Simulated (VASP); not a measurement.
Level of theory: PBEsol GGA, VASP's PBE PAW potentials (set 64) (plane waves; VASP 6.6.1).

The input files of a VASP run:

File POSCAR:
```
MnGe
1
    2.8526077085    -0.0000000000    -0.0000000000
   -1.4263038542     2.4704308058     0.0000000000
    0.0000000000     0.0000000000     3.5658567255
Mn Ge
1 1
Direct
  0.0000000000   0.0000000000   0.0000000000
  0.6666670000   0.3333330000   0.5000000000
```

**INCAR**
```
ALGO = Normal
EDIFF = 1E-7
ENCUT = 400
GGA = PS
ISIF = 2
ISMEAR = -5
ISPIN = 2
LASPH = .True.
LCHARG = .True.
LMAXMIX = 4
LORBIT = 11
LREAL = .False.
LWAVE = .False.
MAGMOM = 0.8 -0.0
NEDOS = 601
NELM = 100
PREC = Accurate
SYSTEM = MnGe
```

### KPOINTS
```
kpoints
0
gamma
16 16 12
0 0 0
```

POTCAR, in this order: Mn_pv Ge_d (PBE.64 set). Program: vasp_std.

The moments were started parallel, and other spin orders were not tried in this run.

What does the run give for the energy per atom (σ→0), cell moment, band gap (on the k-mesh)?

The energy per atom (σ→0) is -7.355 eV/atom. The cell moment is 0.81 μB. The band gap (on the k-mesh) comes out as none (metal, semimetal or under 0.01 eV).

**OSZICAR**
```
...
DAV:  12    -0.147090728229E+02   -0.22859E-03   -0.21235E-03 15303   0.283E-01    0.839E-02
DAV:  13    -0.147091619504E+02   -0.89128E-04   -0.39781E-04 15908   0.124E-01    0.586E-02
DAV:  14    -0.147092329218E+02   -0.70971E-04   -0.55671E-04 15329   0.139E-01    0.298E-02
DAV:  15    -0.147092349171E+02   -0.19952E-05   -0.82188E-05 16250   0.623E-02    0.157E-02
DAV:  16    -0.147092315733E+02    0.33438E-05   -0.55789E-06 16127   0.260E-02    0.557E-03
DAV:  17    -0.147092306541E+02    0.91926E-06   -0.27900E-06 11768   0.126E-02    0.216E-03
DAV:  18    -0.147092306310E+02    0.23082E-07   -0.12043E-07  8065   0.381E-03
   1 F= -.14709231E+02 E0= -.14709231E+02  d E =0.000000E+00  mag=     0.8118
```

The structure was generated: MnGe was put into the WC type (P-6m2), which need not be its known phase. It was relaxed first, which changed the volume by -20 %.
